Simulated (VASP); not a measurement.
VASP input:

### POSCAR
```
TlCl
1.0
  3.8400000000   0.0000000000   0.0000000000
  0.0000000000   3.8400000000   0.0000000000
  0.0000000000   0.0000000000   3.8400000000
Tl Cl
1 1
Direct
  0.0000000000   0.0000000000   0.0000000000
  0.5000000000   0.5000000000   0.5000000000
```

INCAR:
```
SYSTEM = TlCl
PREC = Accurate; ENCUT = 520; LREAL = .False.
LASPH = .True.
EDIFF = 1E-6; NELM = 100; ALGO = Normal
LMAXMIX = 4
ISMEAR = 0; SIGMA = 0.05
GGA = MK; LUSE_VDW = .True.; AGGAC = 0.0
PARAM1 = 0.1234; PARAM2 = 1.0
IBRION = 2; NSW = 60; ISIF = 3
EDIFFG = -0.01
LWAVE = .False.; LCHARG = .False.
```

### KPOINTS
```
Automatic
0
gamma
6 6 6
```

POTCAR, in this order: Tl_d Cl (PBE.64 set). Program: vasp_std.

**Question.** Write an equivalent input for Quantum ESPRESSO's pw.x.

**Answer.** One equivalent input (not run):
```
&CONTROL
  calculation = 'vc-relax'
  pseudo_dir = './pseudo'
  outdir = './out'
  tprnfor = .true.
  tstress = .true.
  nstep = 60
  forc_conv_thr = 0.00039
/
&SYSTEM
  ibrav = 0
  nat = 2
  ntyp = 2
  ecutwfc = 60.3
  occupations = 'smearing'
  smearing = 'gaussian'
  degauss = 0.003675
  input_dft = 'vdw-df-ob86'
/
&ELECTRONS
  conv_thr = 7.3e-08
  electron_maxstep = 100
/
&IONS
/
&CELL
/
ATOMIC_SPECIES
  Tl 204.380 Tl.upf
  Cl 35.450 Cl.upf
CELL_PARAMETERS angstrom
     3.8400000    0.0000000    0.0000000
     0.0000000    3.8400000    0.0000000
     0.0000000    0.0000000    3.8400000
ATOMIC_POSITIONS crystal
  Tl   0.0000000  0.0000000  0.0000000
  Cl   0.5000000  0.5000000  0.5000000
K_POINTS automatic
  6 6 6 0 0 0
```
The two are equivalent in intent, not identical: the potentials are each code's own (VASP's PAW set, PseudoDojo norm-conserving files in pw.x), so ENCUT and ecutwfc are chosen apart and not converted; conv_thr bounds pw.x's estimated SCF error, while EDIFF bounds the energy change between steps; forc_conv_thr acts on force components and is met together with etot_conv_thr.

The compound is TlCl in the CsCl type structure. This run relaxes it. Symmetry was kept, so distortions that lower it aren't found.
